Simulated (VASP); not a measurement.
Input of a VASP 6.6.1 run:

INCAR

```
SYSTEM = InP
PREC = Accurate ; ENCUT = 600
EDIFF = 1E-8 ; ISMEAR = 0
SIGMA = 0.01 ; LREAL = .False.
LASPH = .True. ; NELM = 100
ALGO = Fast ; ISIF = 3
LWAVE = .False. ; LCHARG = .False.
IBRION = 6 ; NFREE = 2
POTIM = 0.015 ; NSW = 1
```

KPOINTS

```
Automatic mesh
0
Gamma
  10 10 10
  0 0 0
```

Contents of POSCAR:

```
InP
1.0
    0.0000000000      2.9135472027      2.9135472027
    2.9135472027      0.0000000000      2.9135472027
    2.9135472027      2.9135472027      0.0000000000
In P
1 1
Direct
    0.0000000000      0.0000000000      0.0000000000
    0.2500000000      0.2500000000      0.2500000000
```

Potentials or basis: VASP PAW LDA potentials, release 64 (In_d, P).

The run is started by

```console
$ cat potpaw_LDA.64/In_d/POTCAR potpaw_LDA.64/P/POTCAR > POTCAR
$ mpirun -np 1 vasp_std > vasp.out
```

(1) What does it give for the elastic constants C11, C12, C44?

(2) What does it give for the Voigt bulk modulus?

(3) Estimate the highest phonon frequency at Γ, LO-TO splitting left out.

Answers

(1) 101, 57, 46 GPa.

(2) 71 GPa.

(3) 303 cm⁻¹.
